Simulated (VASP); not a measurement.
Cost and result of VASP (PAW) for the lattice constant a of Mg3Sb2 (a-la2o3). Static lattice. The cost counts the five points of the equation of state, each on the mesh and cut-off of its row, so the ratios hold those differences too. With PBE it took about 3 core-minutes. Times come from single runs on busy shared machines, so they are rough: good to a factor of about 2.

```csv
level,k-mesh,cut-off (eV),lattice constant a (Å),cost over PBE
LDA,6×6×3,520,4.501,within a factor of 2
PBE,6×6×3,520,4.597,reference
PBEsol,6×6×3,520,4.554,within a factor of 2
r2SCAN,6×6×3,520,4.568,about 7 times
SCAN,6×6×3,520,?,?
```

Task: Some entries are withheld; supply them.

Result: 
- SCAN, lattice constant a (Å): 4.560
- SCAN, cost over PBE: about 10 times

Left out are levels that failed, ran on another kind of processor or have no fit band path; at most nine are shown.

The compound is Mg3Sb2 in the a-la2o3 structure.
